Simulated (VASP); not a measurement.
Data:

```yaml
crystal:
  lattice:
    - [0.00000, 2.93349, 2.93349]
    - [2.93349, 0.00000, 2.93349]
    - [2.93349, 2.93349, 0.00000]
  atoms:
    - { symbol: Pb, position: [0.00000, 0.00000, 0.00000] }
    - { symbol: S, position: [0.50000, 0.50000, 0.50000] }
```

Method: optB88-vdW, VASP's PBE PAW potentials (set 64) (plane waves; VASP). Run with 520 eV cut-off, 8×8×8 Γ-centred mesh, Gaussian smearing of 0.050 eV, potentials Pb_d S.

**Question.** The job: PbS (rock salt), 2 atoms, optB88-vdW, static run, 520 eV, 8×8×8 Γ-centred mesh. Roughly how much core time does it take on a busy server core?

**Answer.** About 30 core-seconds (one run on a shared machine, a rough figure). It had 29 irreducible k-points, 14 bands, up to 1380 plane waves and 13 electronic steps.

The compound is PbS in the rock salt structure. This cell is one point of a volume scan, at 0.94 of the reference volume.
